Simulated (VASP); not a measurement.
Data:

```xyz
1
Lattice="-2.5100 2.5100 2.5100 2.5100 -2.5100 2.5100 2.5100 2.5100 -2.5100" Properties=species:S:1:pos:R:3 pbc="T T T"
Ba     0.0000     0.0000     0.0000
```

Method: revPBE GGA, VASP's PBE PAW potentials (set 64) (plane waves; VASP). Run with 520 eV cut-off, 9×9×9 Γ-centred mesh, first-order Methfessel-Paxton smearing of 0.10 eV, potentials Ba_sv.

Energy and stress use the plane-wave basis of the starting cell.

The ions, cell shape and volume are relaxed. Give the cell that the relaxation ends in.

```xyz
1
Lattice="-2.5654 2.5654 2.5654 2.5654 -2.5654 2.5654 2.5654 2.5654 -2.5654" Properties=species:S:1:pos:R:3 pbc="T T T"
Ba     0.0000     0.0000     0.0000
```
Space group Im-3m (229), at a tolerance of 0.03 Å.

How do energy and volume change from the first to the last step?

The energy (σ→0) changes by -7.7 meV/atom and the volume by +6.8 %, in 4 ionic steps.

```
step  E(σ→0) (eV)  max force (eV/Å)  pressure (GPa)  volume (Å³)
----  -----------  ----------------  --------------  -----------
1         -1.7077             0.000            0.59        63.25
2         -1.7135             0.000            0.28        65.39
3         -1.7152             0.000           -0.08        68.21
4         -1.7154             0.000           -0.01        67.54
```

The compound is Ba in the bcc structure. This run relaxes it. Symmetry was kept, so distortions that lower it aren't found.
